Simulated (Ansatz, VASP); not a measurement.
Two plane-wave programs on MgPd

```
CELL_PARAMETERS angstrom
3.16000 0.00000 0.00000
0.00000 3.16000 0.00000
0.00000 0.00000 3.16000
ATOMIC_POSITIONS crystal
Mg 0.00000 0.00000 0.00000
Pd 0.50000 0.50000 0.50000
```

Alike in both runs: task single point; functional LDA; k mesh 16 × 16 × 16; occupations gaussian, width 0.15 eV; no spin polarisation.

```csv
,VASP,Ansatz
version,VASP 6.6.1,Ansatz 0.2.0
potentials or method,"VASP PAW LDA potentials, release 64 (Mg, Pd)","scalar-relativistic, plane waves, PAW"
plane-wave cutoff (eV),520,420
valence electrons in the cell,12,28
```

Ansatz gave:

| Quantity | Value |
| --- | --- |
| gap on the k mesh at the Fermi level (eV) | none |
| pressure (GPa) | -5.6 |

**Question.** Estimate VASP's values.

**Answer.** gap on the k mesh at the Fermi level (eV): none; pressure (GPa): -5.9.

A gap of «none» marks a metal or a gap that the smearing closes. The two sets of potentials don't hold the same shells in valence.
